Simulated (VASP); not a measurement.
These are LDA (Ceperley-Alder, Perdew-Zunger), VASP's LDA PAW potentials (set 64) (plane waves; VASP 6.6.1) values and carry that method's errors.

The input files of a VASP run:

**INCAR**
```
SYSTEM = Ti3Al
PREC = Accurate
ENCUT = 300
EDIFF = 1E-8
NELM = 100
ALGO = Normal
LREAL = .FALSE.
LASPH = .TRUE.
ISMEAR = 0
SIGMA = 0.1
LMAXMIX = 4
LWAVE = .FALSE.
LCHARG = .FALSE.
ISIF = 2
LEPSILON = .FALSE.
IBRION = 8
NSW = 1
```

**POSCAR**
```
Ti3Al
1
    5.7477000000     0.0000000000     0.0000000000
   -2.8738500000     4.9776540000     0.0000000000
    0.0000000000     0.0000000000     4.6305500000
Ti Al
6 2
Direct
  0.8299000000   0.6598000000   0.2500000000
  0.1701000000   0.3402000000   0.7500000000
  0.1701000000   0.8299000000   0.7500000000
  0.8299000000   0.1701000000   0.2500000000
  0.3402000000   0.1701000000   0.2500000000
  0.6598000000   0.8299000000   0.7500000000
  0.3333330000   0.6666670000   0.2500000000
  0.6666670000   0.3333330000   0.7500000000
```

File KPOINTS:
```
Automatic mesh
0
Gamma
5 5 5
0 0 0
```

POTCAR, in this order: Ti_sv Al (LDA.64 set). Program: vasp_std.

At this cut-off the stress carries a Pulay error, which pulls relaxed volumes low.

### Question
Estimate the energy per atom (σ→0), pressure, band gap (on the k-mesh).

### Answer

```yaml
energy per atom (σ→0): -7.722 eV/atom
band gap (on the k-mesh): none (metal, semimetal or under 0.01 eV)
pressure: -6.95 GPa
```

### OSZICAR
```
...
RMM:  21    -0.844392510828E-02   -0.22413E-07   -0.12986E-07  4135   0.171E-04    0.850E-06
RMM:  22    -0.844393141716E-02   -0.63089E-08    0.11688E-07  4043   0.163E-04    0.539E-06
RMM:  23    -0.844394861754E-02   -0.17200E-07   -0.12778E-07  4099   0.159E-04    0.650E-06
RMM:  24    -0.844394436419E-02    0.42534E-08    0.10676E-07  4187   0.153E-04    0.269E-06
RMM:  25    -0.844395341042E-02   -0.90462E-08   -0.10883E-07  4113   0.150E-04    0.634E-06
RMM:  26    -0.844394639601E-02    0.70144E-08    0.10228E-07  3952   0.147E-04    0.271E-06
RMM:  27    -0.844395512804E-02   -0.87320E-08   -0.72563E-08  3936   0.145E-04    0.626E-06
 Linear response finished
```

The structure comes from a computed database's Ti3Al entry (P6_3/mmc); how it stands against other phases isn't given here. The cell was not relaxed at this level. The run is one of a series of settings (EDIFF = 1E-8, GGA removed, IBRION = 8, LEPSILON = .FALSE., NSW = 1, POTCAR Ti_sv Al (LDA.64 set) against the base run), some of them coarse on purpose.
